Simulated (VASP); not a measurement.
Here is the system:

```
CELL_PARAMETERS angstrom
      2.30758    -3.99685     0.00000
      2.30758     3.99685     0.00000
      0.00000     0.00000     7.54425
ATOMIC_POSITIONS crystal
  Ag 0.66667 0.33333 0.50009
  Ag 0.33333 0.66667 0.00009
  I  0.66667 0.33333 0.87491
  I  0.33333 0.66667 0.37491
```

Computed with optB86b-vdW, VASP's PBE PAW potentials (set 64) (plane waves; VASP). Run with 520 eV cut-off, Gaussian smearing of 0.050 eV, potentials Ag I.

Unless said otherwise, spin-orbit coupling is left out, though it shifts the bands of the heavy elements here.

### Question
Estimate the band gap (along the path) with the smallest direct gap where there is one.

### Answer

| Quantity | Result |
|---|---|
| band gap (along the path) | 1.26 eV |
| smallest direct gap (along the path) | 1.26 eV |

The compound is AgI in the wurtzite structure. It was relaxed first.
